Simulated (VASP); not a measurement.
Data:

```xyz
2
Lattice="1.4642 -2.5361 0.0000 1.4642 2.5361 0.0000 0.0000 0.0000 4.6423" Properties=species:S:1:pos:R:3 pbc="T T T"
Ti     1.4642     0.8454     1.1606
Ti     1.4642    -0.8454     3.4817
```

Level of theory: PBE GGA, VASP's PBE PAW potentials (set 64) (plane waves; VASP 6.6.1). Run with 400 eV cut-off, 13×13×7 Γ-centred mesh, first-order Methfessel-Paxton smearing of 0.10 eV, potentials Ti_sv.

**Question.** What does the run give for the energy per atom (σ→0), band gap (on the k-mesh) with the smallest direct gap where there is one?

**Answer.** 
```json
{
 "band gap (on the k-mesh)": "none (metal, semimetal or under 0.01 eV)",
 "energy per atom (σ→0)": "-7.827 eV/atom"
}
```

Only differences to runs with the same potentials and settings are physical.

The compound is Ti in the hcp structure. It was relaxed first. The start is the result of an earlier pass.
